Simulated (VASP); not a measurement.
VASP input:

**INCAR**
```
# general
SYSTEM  = Ni3Si
PREC    = Accurate
ENCUT   = 520   # plane-wave cut-off (eV)
LREAL   = .False.   # projection in real space or not
LASPH   = .True.   # aspherical one-centre terms

# electronic loop
EDIFF   = 1E-7
NELM    = 100   # most electronic steps
ALGO    = Normal   # blocked Davidson
LMAXMIX = 4

# smearing
ISMEAR  = 1   # Methfessel-Paxton
SIGMA   = 0.1   # width (eV)

# functional
GGA     = PE
IVDW    = 11   # D3, zero damping

# ions
ISIF    = 2   # forces and stress, cell fixed

# output
LWAVE   = .False.
LCHARG  = .False.
```

POSCAR:
```
Ni3Si
1
    3.5009052635     0.0000000000     0.0000000000
    0.0000000000     3.5009052635     0.0000000000
    0.0000000000     0.0000000000     3.5009052635
Si Ni
1 3
Direct
  0.0000000000   0.0000000000   0.0000000000
  0.0000000000   0.5000000000   0.5000000000
  0.5000000000   0.0000000000   0.5000000000
  0.5000000000   0.5000000000   0.0000000000
```

### KPOINTS
```
Automatic
0
Gamma
  9 9 9
0 0 0
```

POTCAR, in this order: Si Ni (PBE.64 set). Program: vasp_std.

### Question
Write an equivalent input for Quantum ESPRESSO's pw.x.

### Answer
One equivalent input (not run):
```
&CONTROL
  calculation = 'scf'
  pseudo_dir = './pseudo'
  outdir = './out'
  tprnfor = .true.
  tstress = .true.
/
&SYSTEM
  ibrav = 0
  nat = 4
  ntyp = 2
  ecutwfc = 98
  occupations = 'smearing'
  smearing = 'methfessel-paxton'
  degauss = 0.00735
  input_dft = 'pbe'
  vdw_corr = 'grimme-d3'
  dftd3_version = 3
  dftd3_threebody = .false.
/
&ELECTRONS
  conv_thr = 7.3e-09
  electron_maxstep = 100
/
ATOMIC_SPECIES
  Si 28.085 Si.upf
  Ni 58.693 Ni.upf
CELL_PARAMETERS angstrom
     3.5009053    0.0000000    0.0000000
     0.0000000    3.5009053    0.0000000
     0.0000000    0.0000000    3.5009053
ATOMIC_POSITIONS crystal
  Si   0.0000000  0.0000000  0.0000000
  Ni   0.0000000  0.5000000  0.5000000
  Ni   0.5000000  0.0000000  0.5000000
  Ni   0.5000000  0.5000000  0.0000000
K_POINTS automatic
  9 9 9 0 0 0
```
Limits of the translation: the potentials are each code's own (VASP's PAW set, PseudoDojo norm-conserving files in pw.x), so ENCUT and ecutwfc are chosen apart and not converted; conv_thr bounds pw.x's estimated SCF error, while EDIFF bounds the energy change between steps.

The compound is Ni3Si in the L1_2 structure. This cell is one point of a volume scan, at 1.03 of the reference volume.
